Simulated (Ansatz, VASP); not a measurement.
# Cross-check of C between VASP and Ansatz, part 2 of 2

Aim: how closely do two programs agree when they are given the same cell, functional and k mesh? Of the first pair: The structure shown is frame 44 of Ansatz's trajectory.

VASP 6.6.1 and Ansatz 0.2.0.

So far. Step 3 (VASP: single point, RPBE, pair 1): The run ends at a pressure of -9.18 GPa, with forces up to 4.7 eV/Å.

**6. VASP: single point, RPBE, pair 2**

Level of this step: RPBE; plane waves and PAW (C) (VASP).

The same cell, functional, mesh and smearing now go to VASP, with its own data sets.

INCAR reads:

```
SYSTEM = C
PREC = Accurate
ENCUT = 520
EDIFF = 1E-06
NELM = 120
ISMEAR = -1
SIGMA = 0.05
LREAL = Auto
ALGO = Normal
GGA = RP
NBANDS = 336
LORBIT = 11
LWAVE = .FALSE.
LCHARG = .FALSE.
ISIF = 2
LASPH = .TRUE.
GGA_COMPAT = .FALSE.
NCORE = 4
```

POSCAR reads:

```
C
1.0
   11.0851000000      0.0000000000      0.0000000000
    0.0000000000     11.0851000000      0.0000000000
    0.0000000000      0.0000000000     11.0851000000
C
123
Direct
    0.5533824684      0.0667382342      0.2263669250
    0.6507113152      0.6124888364      0.0357416713
    0.2960731071      0.3544668068      0.3782103905
    0.2201964800      0.0626336253      0.9873163075
    0.6863627753      0.5696204815      0.3525723719
    0.0451416767      0.9568068849      0.4671676394
    0.7293303624      0.3029832839      0.3921119340
    0.3104076643      0.4616286727      0.3121848247
    0.4249397840      0.1442386627      0.8989183679
    0.8606598046      0.5026206349      0.6224481511
    0.3130779154      0.8001912477      0.3362351264
    0.5818440970      0.7443866091      0.4000054127
    0.9834913533      0.3968209579      0.4586426825
    0.6142028489      0.7387033044      0.8856031971
    0.1844999143      0.5735176047      0.9602890366
    0.7855770358      0.9415611948      0.9785658226
    0.2973270426      0.4638117834      0.6844683404
    0.1205401846      0.9941543153      0.5719118456
    0.7445489892      0.7256858305      0.8478949220
    0.2421809456      0.0841580139      0.7717837457
    0.2081803502      0.6964844701      0.0132520230
    0.1123219457      0.4964772532      0.2722663756
    0.1752803313      0.4590215695      0.9987911701
    0.1431471074      0.0075596973      0.7928660995
    0.5091970302      0.5759082011      0.7321449513
    0.7590639688      0.0516549242      0.3383821526
    0.9402350903      0.0081460699      0.2323118420
    0.4545470947      0.1190426789      0.1269632209
    0.6714328242      0.1592588249      0.6277976744
    0.3004754129      0.1109868201      0.6531289749
[... 87 atom lines left out ...]
    0.9781057456      0.7820948841      0.2255279610
    0.3780389893      0.5504054993      0.7296461015
    0.8023472950      0.0305094226      0.4686922085
    0.0776177030      0.9509882635      0.6849193963
    0.2505074379      0.6947884999      0.2663755852
    0.8483910835      0.6170805857      0.2088839974
```

KPOINTS reads:

```
Automatic mesh
0
Gamma
1 1 1
0 0 0
```

The projector-augmented-wave data sets are C (PBE family, release 64).

On the command line:

```console
$ mpirun -np 16 vasp_gam
```

Numbers of over 12 decimals in the logs are rounded to 6 here.

What it wrote:

```text
[banner, memory and clock lines left out]
running   16 mpi-ranks, on    1 nodes
[...]
[... a notice as in an earlier step ...]

 LDA part: xc-table for (Slater+PW92), standard interpolation
 POSCAR, INCAR and KPOINTS ok, starting setup
[...]
entering main loop
       N       E                     dE             d eps       ncg     rms          rms(c)
DAV:   1     0.356795763601E+04    0.35680E+04   -0.27462E+05   672   0.141E+03
DAV:   2    -0.663748087106E+03   -0.42317E+04   -0.40074E+04   840   0.327E+02
DAV:   3    -0.101691804806E+04   -0.35317E+03   -0.34208E+03   808   0.935E+01
DAV:   4    -0.102925687932E+04   -0.12339E+02   -0.12222E+02   848   0.184E+01
[...]
DAV:  19    -0.977697051660E+03    0.13228E-04   -0.87875E-06   640   0.451E-03    0.207E-03
DAV:  20    -0.977697048994E+03    0.26658E-05   -0.21656E-06   608   0.251E-03    0.106E-03
DAV:  21    -0.977697048693E+03    0.30130E-06   -0.47542E-07   512   0.123E-03
   1 F= -.97769705E+03 E0= -.97763617E+03  d E =-.121765E+00
```

Parts of OUTCAR (step 6):

```text
  FREE ENERGIE OF THE ION-ELECTRON SYSTEM (eV)
  ---------------------------------------------------
  free  energy   TOTEN  =      -977.6970486931 eV

  energy  without entropy=     -977.5752836256  energy(sigma->0) =     -977.63616616
```

The run ends at a pressure of -9.27 GPa, with forces up to 4.5 eV/Å.

**7. Side by side**

Forces on 10 of the 123 atoms, those with the largest forces and the largest differences (eV/Å; atoms numbered as in POSCAR):

| atom | Ansatz x, y, z | VASP x, y, z |
| --- | --- | --- |
| C12 | -3.010, 2.058, -2.640 | -3.026, 2.058, -2.610 |
| C23 | -0.883, -2.212, 3.283 | -0.885, -2.226, 3.279 |
| C55 | 0.747, 3.142, -2.771 | 0.758, 3.147, -2.789 |
| C68 | -3.475, -2.193, 0.142 | -3.516, -2.195, 0.145 |
| C70 | -2.686, 2.986, -1.560 | -2.694, 3.009, -1.574 |
| C79 | -2.512, -0.953, 0.400 | -2.545, -0.995, 0.411 |
| C81 | 4.078, -0.423, -0.870 | 4.063, -0.418, -0.859 |
| C94 | -2.217, -0.966, -0.436 | -2.184, -1.015, -0.441 |
| C108 | -1.389, -1.740, 1.145 | -1.403, -1.785, 1.181 |
| C114 | -2.647, -2.394, -2.312 | -2.655, -2.412, -2.331 |

The forces differ by 17 meV/Å r.m.s., which is 1.4 % of the r.m.s. force of 1.256 eV/Å (both taken over all components).

**8. Ansatz: dynamics, RPBE**

One frame of this run of dynamics is then solved in both programs, so the motion causes no difference.

The structure compared here is frame 131 of Ansatz's trajectory.

input.yaml reads:

```yaml
crystal:
  lattice:
    - [11.0851, 0.0, 0.0]
    - [0.0, 11.0851, 0.0]
    - [0.0, 0.0, 11.0851]
  atoms:
    - { symbol: C, position: [0.55182, 0.04648, 0.21995] }
    - { symbol: C, position: [0.65825, 0.63205, 0.05931] }
    - { symbol: C, position: [0.29273, 0.35904, 0.39607] }
    - { symbol: C, position: [0.20737, 0.05499, 0.98882] }
    - { symbol: C, position: [0.69144, 0.57623, 0.34724] }
    - { symbol: C, position: [0.0351, 0.96142, 0.46996] }
    - { symbol: C, position: [0.72268, 0.27955, 0.38558] }
    - { symbol: C, position: [0.31909, 0.47082, 0.32718] }
    - { symbol: C, position: [0.42096, 0.13121, 0.90334] }
    - { symbol: C, position: [0.85008, 0.50987, 0.5907] }
    - { symbol: C, position: [0.3081, 0.79701, 0.37642] }
    - { symbol: C, position: [0.56093, 0.76976, 0.34687] }
    - { symbol: C, position: [0.98794, 0.37056, 0.46753] }
    - { symbol: C, position: [0.65394, 0.73876, 0.87437] }
    - { symbol: C, position: [0.17956, 0.58212, 0.92404] }
    - { symbol: C, position: [0.8079, 0.93787, 0.96228] }
    - { symbol: C, position: [0.29469, 0.50486, 0.67702] }
    - { symbol: C, position: [0.11852, 0.98529, 0.5687] }
    - { symbol: C, position: [0.7632, 0.72279, 0.80695] }
    - { symbol: C, position: [0.25265, 0.05692, 0.77238] }
    - { symbol: C, position: [0.19833, 0.70544, 0.96577] }
    - { symbol: C, position: [0.11951, 0.51154, 0.28051] }
    - { symbol: C, position: [0.19566, 0.47881, 0.99598] }
    - { symbol: C, position: [0.15095, 0.9725, 0.78488] }
    - { symbol: C, position: [0.523, 0.58076, 0.74017] }
    - { symbol: C, position: [0.7418, 0.03723, 0.34843] }
    - { symbol: C, position: [0.93623, 0.01883, 0.22924] }
    - { symbol: C, position: [0.45586, 0.10244, 0.14107] }
    - { symbol: C, position: [0.67411, 0.16579, 0.65323] }
    - { symbol: C, position: [0.29924, 0.10737, 0.65804] }
[... 87 atom lines left out ...]
    - { symbol: C, position: [0.97965, 0.79673, 0.2143] }
    - { symbol: C, position: [0.38976, 0.58627, 0.70747] }
    - { symbol: C, position: [0.79546, 0.01876, 0.47144] }
    - { symbol: C, position: [0.09823, 0.91369, 0.67798] }
    - { symbol: C, position: [0.26173, 0.69453, 0.30195] }
    - { symbol: C, position: [0.86645, 0.61488, 0.21573] }
kpoints:
  mp_grid: { grid: [1, 1, 1] }
hamiltonian:
  xc: rpbe
scf:
  occupations: { method: fermi_dirac, width: 0.05 }
output:
  forces: true
md:
  timestep: 1.0
  n_steps: 131
  ensemble: nvt_nose_hoover
  temperature: 300
  initial_velocities: maxwell_boltzmann
  seed: 9065
```

On the command line:

```console
$ ansatz run input.yaml --threads 4 --pin off --max-ram 8192MiB --backend cpu --events-out ev --progress --plain --runs-dir out
```

What it wrote:

```text
[...]
Crystal: 123 atoms, lattice volume = 1362.131 Å³
Basis set: ecut = 420 eV, 26745 PW (Γ), exchange–correlation on 150×150×150 points (8 copies of the dense FFT grid, shifted against one another)
Bands: 369, of which v1, the nominal top of the filled ones, is band 246 counted from 1 (245 counted from 0)
Symmetry: 1 space group operations
k-points: 1
[...]
atom   8  C      0.94907392     0.25546740    -0.29071199
[...]
atom 120  C     -0.05055278     0.36667972     0.91681057
  atom 121  C      0.05458453    -0.03934185     0.29540828
  atom 122  C      0.68646676     1.06557374     1.19349489
  atom 123  C     -0.72062657    -0.37582354     0.54489268
  max |Σ_I F_I| component: 1.31e-4 eV/Å
--- MD trajectory: 131 steps, t = 0.0 → 131.0 fs ---
[...]
conserved energy: peak-to-peak 4.529e-2 eV (3.682e-4 eV/atom) over 131.0 fs
[key lines of the parts left out:]
SCF converged after 10 iterations
Free energy (F): -30922.399714 eV
Fermi energy:    4.664023 eV
```

**9. VASP: single point, RPBE, pair 3**

The same cell, functional, mesh and smearing now go to VASP, with its own data sets.

INCAR is that of step 6.

POSCAR reads:

```
C
1.0
   11.0851000000      0.0000000000      0.0000000000
    0.0000000000     11.0851000000      0.0000000000
    0.0000000000      0.0000000000     11.0851000000
C
123
Direct
    0.5563233530      0.0673336280      0.2217030067
    0.6571614149      0.6291057365      0.0463324643
    0.2829473798      0.3541330254      0.3819721969
    0.2068903303      0.0608564650      0.9873163075
    0.6923167134      0.5740678929      0.3417831143
    0.0549025268      0.9610287683      0.4723006558
    0.7240439870      0.2995372166      0.3972088660
    0.2990230129      0.4587689782      0.3088650531
    0.4196804720      0.1289208036      0.9036634762
    0.8559958864      0.4828643855      0.6184788590
    0.3216930835      0.8044672579      0.3379852234
    0.5682222082      0.7642962174      0.3663115353
    0.9824900091      0.3765685470      0.4731215776
    0.6344372175      0.7498624279      0.8746335171
    0.1745947263      0.5908832577      0.9480654212
    0.7960956599      0.9474790485      0.9769600635
    0.3130779154      0.4648672542      0.6743376244
    0.1371931692      0.9858097807      0.5721283525
    0.7545985151      0.7376478336      0.8368981786
    0.2561185736      0.0631027235      0.7732902725
    0.2155054984      0.7177652885      0.0077671830
    0.1040495801      0.5062561456      0.2782112926
    0.1428854949      0.4863555584      0.0139737125
    0.1512390506      0.9877944268      0.7881300124
    0.5307033766      0.5686822852      0.7450451507
    0.7436739407      0.0454032891      0.3521574005
    0.9380519797      0.0045015381      0.2433987966
    0.4584983446      0.1244463289      0.1314376956
    0.6877520275      0.1679642042      0.6478877051
    0.3029291572      0.1014605191      0.6560879018
[... 87 atom lines left out ...]
    0.9877403000      0.7803808716      0.2357669304
    0.4008173133      0.5428818865      0.7263263299
    0.8038267584      0.0404416740      0.4694319402
    0.0991962183      0.9312410353      0.6848562485
    0.2606742384      0.6906658488      0.2500202975
    0.8647553924      0.6152583197      0.2094974335
```

KPOINTS is that of step 6.

On the command line:

```console
$ mpirun -np 16 vasp_gam
```

What it wrote:

```text
[... set-up lines as in an earlier step ...]
 entering main loop
       N       E                     dE             d eps       ncg     rms          rms(c)
DAV:   1     0.359231954186E+04    0.35923E+04   -0.27467E+05   672   0.141E+03
DAV:   2    -0.666741297484E+03   -0.42591E+04   -0.40184E+04   856   0.328E+02
DAV:   3    -0.102085649734E+04   -0.35412E+03   -0.34346E+03   808   0.943E+01
DAV:   4    -0.103294653783E+04   -0.12090E+02   -0.11978E+02   864   0.184E+01
[...]
DAV:  20    -0.980199881547E+03    0.75219E-05   -0.53711E-06   640   0.367E-03    0.185E-03
DAV:  21    -0.980199880198E+03    0.13488E-05   -0.96185E-07   528   0.177E-03    0.983E-04
DAV:  22    -0.980199880002E+03    0.19529E-06   -0.36808E-07   496   0.106E-03
   1 F= -.98019988E+03 E0= -.98011414E+03  d E =-.171485E+00
```

Parts of OUTCAR (step 9):

```text
  FREE ENERGIE OF THE ION-ELECTRON SYSTEM (eV)
  ---------------------------------------------------
  free  energy   TOTEN  =      -980.1998800025 eV

  energy  without entropy=     -980.0283953363  energy(sigma->0) =     -980.11413767
```

The gap is under twice the smearing width, so the edge states are partly filled and the run can't tell a small gap from a semimetal.

**10. Side by side**

Forces on 9 of the 123 atoms, those with the largest forces and the largest differences (eV/Å; atoms numbered as in POSCAR):

| atom | Ansatz x, y, z | VASP x, y, z |
| --- | --- | --- |
| C55 | -1.077, -3.199, 3.438 | -1.085, -3.257, 3.472 |
| C73 | -0.993, -2.772, -2.469 | -1.003, -2.783, -2.484 |
| C75 | 4.484, -1.158, 0.379 | 4.519, -1.132, 0.411 |
| C84 | 2.736, -0.474, 1.222 | 2.791, -0.433, 1.256 |
| C94 | 3.823, -0.810, -0.868 | 3.887, -0.819, -0.893 |
| C99 | 0.757, 4.393, 0.463 | 0.783, 4.413, 0.456 |
| C103 | -3.220, -1.466, -0.231 | -3.305, -1.459, -0.238 |
| C114 | 0.586, 2.478, 3.190 | 0.609, 2.493, 3.218 |
| C115 | -3.099, 2.026, 0.808 | -3.142, 2.046, 0.814 |

The forces differ by 19 meV/Å r.m.s., which is 1.6 % of the r.m.s. force of 1.190 eV/Å (both taken over all components).

**11. What came out**

| Item | Value |
| --- | --- |
| r.m.s. force difference (single point, RPBE, pair 1) | 1.5 % of the r.m.s. force |
| r.m.s. force difference (single point, RPBE, pair 2) | 1.4 % of the r.m.s. force |
| r.m.s. force difference (single point, RPBE, pair 3) | 1.6 % of the r.m.s. force |

**Reading.** The r.m.s. force difference is 1.6 % of the r.m.s. force (single point, RPBE, pair 3), within the 3 % picked in this series as the mark of a large difference. How closely two codes agree says nothing of how well the functional describes the real material.

[Lines on the potential files, build, host, timing and source positions are cut from VASP's logs without a mark.]

[Logs are printed without paths, hosts, clocks, repeated set-up lines and the standing remarks that a program may print on its own settings, such as how far it seeks lower states.]

[Hosts, paths, dates, database ids (printed as entryN), source tags and the programs' standing remarks are cut or masked in the printed files.]
